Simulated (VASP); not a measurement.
Computed with AM05 GGA, VASP's PBE PAW potentials (set 64) (plane waves; VASP).

Input for VASP

INCAR:
```
# general
SYSTEM =CdSe
PREC   =Accurate
ENCUT  =400
LREAL  =F
LASPH  =T

# electronic loop
EDIFF  =1E-6
NELM   =100
ALGO   =Normal
LMAXMIX=4

# smearing
ISMEAR =0
SIGMA  =0.05

# functional
GGA    =AM

# ions
ISIF   =2

# output
LWAVE  =F
LCHARG =F
```

**KPOINTS**
```
Automatic mesh
0
Gamma
7 7 4
0 0 0
```

### POSCAR
```
CdSe
1
    2.1500000000    -3.7239090000     0.0000000000
    2.1500000000     3.7239090000     0.0000000000
    0.0000000000     0.0000000000     7.0100000000
Cd Se
2 2
Direct
  0.6666670000   0.3333330000   0.5000000000
  0.3333330000   0.6666670000   0.0000000000
  0.6666670000   0.3333330000   0.8760000000
  0.3333330000   0.6666670000   0.3760000000
```

POTCAR, in this order: Cd Se (PBE.64 set). Program: vasp_std.

What VASP printed:

**OSZICAR**
```
       N       E                     dE             d eps       ncg     rms          rms(c)
DAV:   1     0.210774809379E+03    0.21077E+03   -0.15046E+04  1056   0.119E+03
DAV:   2    -0.150434266916E+01   -0.21228E+03   -0.20811E+03  1206   0.320E+02
DAV:   3    -0.120609580724E+02   -0.10557E+02   -0.10528E+02  1236   0.740E+01
DAV:   4    -0.121450498804E+02   -0.84092E-01   -0.84056E-01  1206   0.624E+00
DAV:   5    -0.121457861960E+02   -0.73632E-03   -0.73628E-03  1272   0.531E-01    0.903E+00
DAV:   6    -0.114191814086E+02    0.72660E+00   -0.16875E+00  1328   0.137E+01    0.701E+00
DAV:   7    -0.113847804301E+02    0.34401E-01   -0.60878E-01  1188   0.441E+00    0.272E+00
DAV:   8    -0.113818799500E+02    0.29005E-02   -0.75769E-02  1110   0.313E+00    0.409E-01
DAV:   9    -0.113817174659E+02    0.16248E-03   -0.11084E-02  1218   0.139E+00    0.152E-01
DAV:  10    -0.113818879138E+02   -0.17045E-03   -0.12137E-03  1176   0.417E-01    0.777E-02
DAV:  11    -0.113820290894E+02   -0.14118E-03   -0.29164E-04  1110   0.112E-01    0.216E-02
DAV:  12    -0.113820235904E+02    0.54990E-05   -0.80055E-05  1370   0.101E-01    0.104E-02
DAV:  13    -0.113820288453E+02   -0.52549E-05   -0.18919E-05  1122   0.357E-02    0.576E-03
DAV:  14    -0.113820289491E+02   -0.10380E-06   -0.91945E-07   914   0.456E-03
   1 F= -.11382029E+02 E0= -.11382029E+02  d E =-.806953E-12
```

**OUTCAR**
```
------------------------ aborting loop because EDIFF is reached ----------------------------------------
  FORCE on cell =-STRESS in cart. coord.  units (eV):
  Direction    XX          YY          ZZ          XY          YZ          ZX
  --------------------------------------------------------------------------------------
  Total        0.4302392      0.4302392      0.4589454      0.0000000      0.0000000      0.0000000
  in kB        6.1409428      6.1409420      6.5506756      0.0000000      0.0000000      0.0000000
  external PRESSURE =       6.2775201 kB  Pullay stress =       0.0000000 kB
  volume of cell :      112.25
      direct lattice vectors                 reciprocal lattice vectors
     2.150000000 -3.723909000  0.000000000     0.232558140 -0.134267513  0.000000000
     2.150000000  3.723909000  0.000000000     0.232558140  0.134267513  0.000000000
     0.000000000  0.000000000  7.010000000     0.000000000  0.000000000  0.142653352
  FREE ENERGIE OF THE ION-ELECTRON SYSTEM (eV)
  ---------------------------------------------------
  free  energy   TOTEN  =       -11.3820289491 eV

  energy  without entropy=      -11.3820289491  energy(sigma->0) =      -11.38202895
```
(Selected blocks of OUTCAR.)

File OUTCAR:
```
 val. band max:        0.9065635899   @ k =   0.0000   0.0000   0.0000

 cond. band min:       1.5563978952   @ k =   0.0000   0.0000   0.0000


 Fermi energy:         1.1284339982

 k-point     1 :       0.0000    0.0000    0.0000
  band No.  band energies     occupation
      1     -11.7103      2.00000
      2     -11.3280      2.00000
      3      -7.0226      2.00000
      4      -7.0171      2.00000
      5      -7.0171      2.00000
      6      -6.9482      2.00000
      7      -6.9482      2.00000
      8      -6.6803      2.00000
      9      -6.6803      2.00000
     10      -6.6167      2.00000
     11      -6.6167      2.00000
     12      -6.3415      2.00000
     13      -3.5127      2.00000
     14       0.1308      2.00000
     15       0.1309      2.00000
     16       0.8614      2.00000
     17       0.9065      2.00000
     18       0.9066      2.00000
     19       1.5564      0.00000
     20       3.0731      0.00000
     21       6.7271      0.00000
     22       6.7271      0.00000

 k-point     2 :       0.1429    0.0000    0.0000
  band No.  band energies     occupation
      1     -11.6478      2.00000
      2     -11.2997      2.00000
      3      -7.0039      2.00000
      4      -6.9950      2.00000
      5      -6.9692      2.00000
      6      -6.9200      2.00000
      7      -6.9176      2.00000
      8      -6.6919      2.00000
      9      -6.6803      2.00000
     10      -6.6365      2.00000
     11      -6.6124      2.00000
     12      -6.3049      2.00000
     13      -3.3908      2.00000
     14      -0.7012      2.00000
     15      -0.2851      2.00000
     16      -0.1168      2.00000
     17       0.7074      2.00000
     18       0.7587      2.00000
     19       2.6835      0.00000
     20       3.8623      0.00000
     21       6.2190      0.00000
     22       7.0161      0.00000

 k-point     3 :       0.2857    0.0000    0.0000
  band No.  band energies     occupation
      1     -11.4983      2.00000
...
```

The compound is CdSe in the wurtzite structure. The cell was not relaxed at this level. The run is one of a series of settings (GGA = AM against the base run), some of them coarse on purpose.
